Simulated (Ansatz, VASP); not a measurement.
# Cross-check of AlRu between VASP and Ansatz

Wanted: the spread between two codes on one cell, functional and k mesh.

Calculated with Ansatz 0.2.0; plane waves, with VASP 6.6.1 beside it; single point at PBEsol.

**1. Set-up**

The structure is cubic, space group Pm-3m (No. 221). The conventional cell has a = 2.976 Å, b = 2.976 Å, c = 2.976 Å, α = 90.00°, β = 90.00°, γ = 90.00°. Al has 8 Ru at 2.58 Å nearest. Nearest to Ru lie 8 Al at 2.58 Å. Farther neighbours are not listed.

**2. Ansatz: single point, PBEsol**

Ansatz runs on its default PAW (the set named soft_2) files.

With cell and atoms fixed, the geometry can't cause a difference; cores, projectors, grids and the points listed under the comparison can.

The input, input.yaml:

```yaml
crystal:
  lattice:
    - [2.9760054673, 0.0, 0.0]
    - [0.0, 2.9760054673, 0.0]
    - [0.0, 0.0, 2.9760054673]
  atoms:
    - { symbol: Al, position: [0.0, 0.0, 0.0] }
    - { symbol: Ru, position: [0.5, 0.5, 0.5] }
hamiltonian:
  xc: pbesol
  pseudopotentials: { kind: paw }
kpoints:
  mp_grid: { grid: [26, 26, 26] }
scf:
  occupations: { method: fermi_dirac, width: 0.075 }
  n_extra_bands: 4
output:
  forces: true
  stress: true
  eigenvalues: true
  write_density: true
  write_potential: true
  elf: true
  volumetric_format: npy
```

Started as:

```console
$ ansatz run input.yaml --threads 2 --pin off --max-ram 4608MiB --backend cpu --events-out ev --progress --plain --runs-dir out
```

Numbers of over 12 decimals in the logs are rounded to 6 here.

What it wrote:

```text
scf.n_extra_bands = 4 over 10 filled bands (N_el = 19.0): the run solves 14 bands
Engine: ansatz 0.2.0, aarch64-unknown-linux-gnu
Pseudopotentials: kind: paw
Pseudopotential: Al, paw, valence charge 3, recommended cutoff 420 eV (normal), Al.paw.azcp
Pseudopotential: Ru, paw, valence charge 16, recommended cutoff 420 eV (normal), Ru.paw.azcp
Functional definition: PBEsol
  exchange = pbesol_x
  correlation = pbesol_c
Crystal: 2 atoms, lattice volume = 26.357 Å³
Basis set: ecut = 420 eV, 485 PW (Γ), exchange–correlation on 40×40×40 points (8 copies of the dense FFT grid, shifted against one another)
Bands: 14, of which v1, the nominal top of the filled ones, is band 10 counted from 1 (9 counted from 0)
Symmetry: 48 space group operations
Space group: Pm-3m (ITA 221), of the structure as read, at distance tolerance 3.0e-5 Å
k-points: 560 of 17576
Non-local potential: Al, projectors of the file, l = 0: 2, l = 1: 2, l = 2: 1
Non-local potential: Ru, projectors of the file, l = 0: 3, l = 1: 2, l = 2: 2, l = 3: 1
PAW form: soft (Blöchl's): semilocal exchange-correlation on the pseudo side does not see the compensation charge
PAW frozen core: Al, regenerated for the run's functional, and the local potential with it (the file was generated under x = pbe(κ = 0.804, μ = 0.219515), c = pbe(β = 0.066725))
PAW frozen core: Ru, regenerated for the run's functional, and the local potential with it (the file was generated under x = pbe(κ = 0.804, μ = 0.219515), c = pbe(β = 0.066725))
PAW one-centre angular grid: Al, 110 points (default); XC on 64 Gauss nodes
PAW one-centre angular grid: Ru, 590 points (default); XC on 64 Gauss nodes
Initial density: superposition of atomic densities (neutral atoms: chi_scale 0, normalization atom), corrected by the library's trained network
Initial wavefunctions: pseudopotential atomic-orbital guess
Functional: x = pbesol(κ = 0.804, μ = 0.123457), c = pbesol(β = 0.046)
SCF iter   1: F=—  HF=-6342.326252 eV  |F-HF|=—  |Δ(HF+E_count)|=         —  Δρ=9.08e-3  dr2=2.45e-2  ethr=1.77e-3  ⟨swp⟩=5.0  Hψ=42227  notcnv=0
preconditioner: auto → none  [metal: Δε(μ)=0.000 eV  Ē_g=8.998 eV  σ=0.075 eV  W_gap=0.00  n_scr=6 (ndim 8)  ℏωp=24.0 eV  f_vac=0.000  D(μ)=1.56/eV (n_scr^D=18)  sad-step TF]
SCF iter   2: F=—  HF=-6342.322650 eV  |F-HF|=—  |Δ(HF+E_count)|=   3.60e-3  Δρ=5.14e-3  dr2=8.84e-3  ethr=1.29e-4  ⟨swp⟩=1.1  Hψ=12398  notcnv=0  defer=3
SCF iter   3: F=—  HF=-6342.320700 eV  |F-HF|=—  |Δ(HF+E_count)|=   1.95e-3  Δρ=5.62e-4  dr2=8.25e-5  ethr=4.65e-5  ⟨swp⟩=2.5  Hψ=11441  notcnv=0  defer=3
SCF iter   4: F=—  HF=-6342.320612 eV  |F-HF|=—  |Δ(HF+E_count)|=   8.82e-5  Δρ=1.25e-4  dr2=3.29e-6  ethr=4.34e-7  ⟨swp⟩=2.0  Hψ=11302  notcnv=0  defer=3
iter 5 did not close the SCF: its close was put off for the readings that it lacked (scf_convergence_deferred on its scf_iter line)
SCF iter   5: F=-6342.320611 eV  HF=-6342.320611 eV  |F-HF|=8.59e-9  |Δ(HF+E_count)|=   3.50e-7  Δρ=1.04e-5  dr2=1.73e-8  ethr=1.73e-8  ⟨swp⟩=2.4  Hψ=12303  notcnv=0  defer=3
SCF iter   6: F=-6342.320611 eV  HF=-6342.320611 eV  |F-HF|=7.46e-11  |Δ(HF+E_count)|=   1.75e-9  Δρ=9.63e-7  dr2=1.17e-10  ethr=9.09e-11  ⟨swp⟩=4.7  Hψ=40498  notcnv=0
SCF 1 converged in 6 iterations: F = -6342.320611 eV  dr2 = 1.17e-10
  greatest PAW one-centre occupation: 0.999 electrons in one spin orbital (limit 2), on the Ru atom at site 1 (counted from 0), in its partial waves of l = 0
SCF converged after 6 iterations
Free energy (F): -6342.320611 eV
Harris-Foulkes:  -6342.320611 eV  (|F-HF|=7.46e-11)
Internal energy: -6342.291625 eV  (E = F + TS)
E sigma→0 (E₀):  -6342.306118 eV
Entropy (-TS):   -0.028986 eV (-14.493 meV/atom)
Fermi energy:    16.305353 eV
--- Per-component energies (eV) ---
  E_band       = -116.518367
  E_kinetic    = 543.869193
  E_local      = -1784.031376  (includes V_loc(G=0)·N_el)
  E_nonlocal   = 356.651212
  E_hartree    = 632.678408
  E_xc         = -231.031941
  E_vxc        = -270.641152  (∫ρ·V_xc dr)
  E_paw        = -3855.422536  (= ΣΔE_a)
  E_vpaw       = -227.722459  (= ΣTr[D̂ρ^β])
  E_aug_tail   = -0.000192  (compensation charges beyond the density's cutoff)
  E_ewald      = -2005.276829
  E_core_change = 0.272435  (= ΣΔE_core)
  E_smearing   = -0.028986  (= −TS)
  E_closure    = 0.000000  (closes the sum)
  Σ components = -6342.320611   (vs F -6342.320611, Δ=0.00e0)
--- Forces (eV/Å), atoms counted from 1 ---
  atom   1  Al    -0.00000000    -0.00000000    -0.00000000
  atom   2  Ru     0.00000000    -0.00000000     0.00000000
  max |Σ_I F_I| component: 3.93e-29 eV/Å
--- Stress (GPa, compression-positive) ---
        0.111559       0.000000       0.000000
        0.000000       0.111559       0.000000
        0.000000       0.000000       0.111559
  P = ⅓ Tr σ = 0.1116 GPa (1.116 kbar)
--- Band table (eV; the first three rows and the last of 560) ---
  k-point 0: bands = [... 6 lower, 12.6208, 16.4921, 16.4921, 16.4921, 22.4392, 22.4392, 22.4392, 27.3455]
  k-point 1: bands = [... 6 lower, 12.6318, 16.4541, 16.4541, 16.4957, 22.2873, 22.4986, 22.4986, 27.2764]
  k-point 2: bands = [... 6 lower, 12.6627, 16.3458, 16.3458, 16.5065, 21.8874, 22.6710, 22.6710, 27.0784]
  k-point 559: bands = [... 6 lower, 11.5797, 17.9621, 17.9621, 18.9909, 20.4342, 20.4342, 20.4342, 25.0140]
```

Run time: 11 s. Hardware: 2 threads of Arm Neoverse N1, shared host; peak memory 0.43 GiB.

Reading the cycles: dr2 is the Hartree energy of the density residual (eV), the measure of convergence; HF is the Harris–Foulkes estimate of the energy, which meets the free energy F at convergence.

The run ends at a pressure of 0.11 GPa.

**3. VASP: single point, PBEsol**

The same cell, functional, mesh and smearing now go to VASP, with its own data sets and cutoff.

Lines of VASP's logs that name or quote its potential files are left out, and so is its time.

The input, INCAR:

```
SYSTEM = AlRu
PREC = Accurate
ENCUT = 450
EDIFF = 1E-08
NELM = 100
ISMEAR = -1
SIGMA = 0.075
LREAL = .FALSE.
ALGO = Normal
GGA = PS
NBANDS = 24
LASPH = .TRUE.
LORBIT = 11
LWAVE = .FALSE.
LCHARG = .FALSE.
KPAR = 2
ISIF = 2
```

The input, POSCAR:

```
AlRu
1.0
    2.9760054673      0.0000000000      0.0000000000
    0.0000000000      2.9760054673      0.0000000000
    0.0000000000      0.0000000000      2.9760054673
Al Ru
1 1
Direct
    0.0000000000      0.0000000000      0.0000000000
    0.5000000000      0.5000000000      0.5000000000
```

The input, KPOINTS:

```
Automatic mesh
0
Gamma
26 26 26
0 0 0
```

The projector-augmented-wave data sets are Al and Ru_pv (PBE family, release 64).

Started as:

```console
$ mpirun -np 2 vasp_std
```

What it wrote:

```text
[banner, memory and clock lines left out]
running    2 mpi-ranks, on    1 nodes
 distrk:  each k-point on    1 cores,    2 groups
 distr:  one band on    1 cores,    1 groups

 POSCAR found type information on POSCAR AlRu
 POSCAR found :  2 types and       2 ions
|                                                                             |
|               ----> ADVICE to this user running VASP <----                  |
|                                                                             |
|     You enforced a specific xc type in the INCAR file but a different       |
|     [... a line on the potential file left out ...]
|     I HOPE YOU KNOW WHAT YOU ARE DOING!                                     |
|                                                                             |

 LDA part: xc-table for (Slater+PW92), standard interpolation
 POSCAR, INCAR and KPOINTS ok, starting setup
 FFT: planning ... GRIDC
 FFT: planning ... GRID_SOFT
 FFT: planning ... GRID
 WAVECAR not read
 entering main loop
       N       E                     dE             d eps       ncg     rms          rms(c)
DAV:   1     0.127973993601E+03    0.12797E+03   -0.74587E+03 27488   0.586E+02
DAV:   2    -0.131190593800E+02   -0.14109E+03   -0.13288E+03 32624   0.219E+02
DAV:   3    -0.163131697011E+02   -0.31941E+01   -0.31736E+01 32664   0.337E+01
DAV:   4    -0.163307093940E+02   -0.17540E-01   -0.17538E-01 31784   0.267E+00
DAV:   5    -0.163309226724E+02   -0.21328E-03   -0.21328E-03 33768   0.287E-01    0.136E+01
DAV:   6    -0.156351306813E+02    0.69579E+00   -0.13693E+00 31176   0.117E+01    0.247E+00
DAV:   7    -0.155525792654E+02    0.82551E-01   -0.10092E-01 30392   0.323E+00    0.215E+00
DAV:   8    -0.155337354521E+02    0.18844E-01   -0.12046E-02 32640   0.719E-01    0.236E-01
DAV:   9    -0.155332978999E+02    0.43755E-03   -0.44367E-04 33432   0.166E-01    0.154E-01
DAV:  10    -0.155332832439E+02    0.14656E-04   -0.39809E-05 31752   0.430E-02    0.747E-03
DAV:  11    -0.155332823166E+02    0.92725E-06   -0.52024E-07 33392   0.466E-03    0.523E-03
DAV:  12    -0.155332819540E+02    0.36257E-06   -0.67168E-08 32176   0.197E-03    0.675E-04
DAV:  13    -0.155332819416E+02    0.12401E-07   -0.12131E-09 22144   0.267E-04    0.140E-04
DAV:  14    -0.155332819493E+02   -0.76725E-08   -0.38118E-10 17792   0.148E-04
   1 F= -.15533282E+02 E0= -.15518790E+02  d E =-.289849E-01
```

From OUTCAR (step 3):

```text
ion  position               nearest neighbor table
   1  0.000  0.000  0.000-   2 2.58   2 2.58   2 2.58   2 2.58   2 2.58   2 2.58   2 2.58   2 2.58

  LATTYP: Found a simple cubic cell.
 ALAT       =     2.9760054673

 Subroutine GETGRP returns: Found 48 space group operations
 (whereof 48 operations were pure point group operations)

The static configuration has the point symmetry O_h .

 Found    560 irreducible k-points:

   k-points           NKPTS =    560   k-points in BZ     NKDIM =    560   number of bands    NBANDS=     24

   dimension x,y,z NGX =    24 NGY =   24 NGZ =   24
   dimension x,y,z NGXF=    48 NGYF=   48 NGZF=   48

   ENCUT  =  450.0 eV  33.07 Ry    5.75 a.u.   5.15  5.15  5.15*2*pi/ulx,y,z

   NELECT =      17.0000    total number of electrons

 k-points in reciprocal lattice and weights: Automatic mesh
   0.00000000  0.00000000  0.00000000       0.000
   0.03846154  0.00000000  0.00000000       0.000
   0.07692308  0.00000000  0.00000000       0.000
   0.11538462  0.00000000  0.00000000       0.000
   0.15384615  0.00000000  0.00000000       0.000
   0.19230769  0.00000000  0.00000000       0.000
   0.23076923  0.00000000  0.00000000       0.000
   0.26923077  0.00000000  0.00000000       0.000
   0.30769231  0.00000000  0.00000000       0.000
[...]
0.50000000  0.50000000  0.46153846       0.000
   0.50000000  0.50000000  0.50000000       0.000

 average (electrostatic) potential at core
       1 -68.0422       2 -67.8079

 E-fermi :  10.8273

 k-point     1 :       0.0000    0.0000    0.0000
  band No.  band energies     occupation
    ...
      2     -30.8965      2.00000
      3     -30.8965      2.00000
      4       1.0434      2.00000
      5       7.1426      2.00000
      6       7.1426      2.00000
      7      11.0147      0.15194
      8      11.0147      0.15194
      9      11.0147      0.15194
     10      16.9673      0.00000
     11      16.9673      0.00000
    ...

 k-point     2 :       0.0385    0.0000    0.0000
  band No.  band energies     occupation
    ...
      2     -30.8962      2.00000
      3     -30.8962      2.00000
      4       1.0724      2.00000
      5       7.1529      2.00000
      6       7.1537      2.00000
      7      10.9767      0.24019
      8      10.9767      0.24019
      9      11.0183      0.14524
     10      16.8153      0.00000
     11      17.0269      0.00000
    ...

 k-point     3 :       0.0769    0.0000    0.0000
  band No.  band energies     occupation
    ...
      4       1.1589      2.00000
      5       7.1834      2.00000
      6       7.1845      2.00000
      7      10.8684      0.73267
      8      10.8684      0.73267
      9      11.0291      0.12704
     10      16.4148      0.00000
     11      17.1999      0.00000
     12      17.1999      0.00000
     13      21.6416      0.00000
    ...

  Total        0.0238119      0.0238119      0.0238119      0.0000000      0.0000000     -0.0000000
  in kB        1.4474523      1.4474523      1.4474523      0.0000000      0.0000000     -0.0000000
  external PRESSURE =       1.4474523 kB  Pullay stress =       0.0000000 kB

  energy-cutoff  :      450.00
  volume of cell :       26.36
      direct lattice vectors                 reciprocal lattice vectors
     2.976005467  0.000000000  0.000000000     0.336020888  0.000000000  0.000000000
     0.000000000  2.976005467  0.000000000     0.000000000  0.336020888  0.000000000
     0.000000000  0.000000000  2.976005467     0.000000000  0.000000000  0.336020888

 POSITION                                       TOTAL-FORCE (eV/Angst)
 -----------------------------------------------------------------------------------
      0.00000      0.00000      0.00000         0.000000      0.000000      0.000000
      1.48800      1.48800      1.48800         0.000000      0.000000      0.000000
 -----------------------------------------------------------------------------------
    total drift:                                0.000000     -0.000000     -0.000000

  FREE ENERGIE OF THE ION-ELECTRON SYSTEM (eV)
  ---------------------------------------------------
  free  energy   TOTEN  =       -15.5332819493 eV

  energy  without entropy=      -15.5042970949  energy(sigma->0) =      -15.51878952

 total charge
# of ion       s       p       d       tot
------------------------------------------
    1        0.392   0.425   0.000   0.817
    2        0.342   6.253   6.219  12.814
--------------------------------------------------
tot          0.734   6.679   6.219  13.632

[... 3 further parts left out ...]
```

This run has no spin polarisation. Its electron count is odd, so without a moment it is a metal by construction.

**4. Side by side**

Known differences besides the potentials themselves: the data sets hold 19 valence electrons in Ansatz (default PAW (the set named soft_2) files) and 17 in VASP; the cutoff is 420 eV in Ansatz and 450 eV in VASP; Ansatz makes its cores anew for this functional, VASP keeps those of its PBE data sets. Total energies have different zeros and are not compared.

The two programs side by side:

| quantity | Ansatz | VASP | difference |
| --- | --- | --- | --- |
| pressure (GPa) | 0.11 | 0.14 | -0.03 |
| pressure without Ansatz's Pulay correction (GPa) | 0.06 | 0.14 | -0.08 |

Ansatz's pressure holds a Pulay correction of 0.05 GPa; VASP's holds none.

**5. Summary of results**

- difference in pressure (single point, PBEsol): -0.033 GPa

In words: The difference in pressure is -0.033 GPa (single point, PBEsol), within the 1 GPa picked in this series as the mark of a large difference. Such differences can come from data sets, numerical settings and the points named under the comparisons, not from the functional's error against experiment.

[Lines on the potential files, build, host, timing and source positions are cut from VASP's logs without a mark.]

[Logs are printed without paths, hosts, clocks, repeated set-up lines and the standing remarks that a program may print on its own settings, such as how far it seeks lower states.]

[Hosts, paths, dates, database ids (printed as entryN), source tags and the programs' standing remarks are cut or masked in the printed files.]
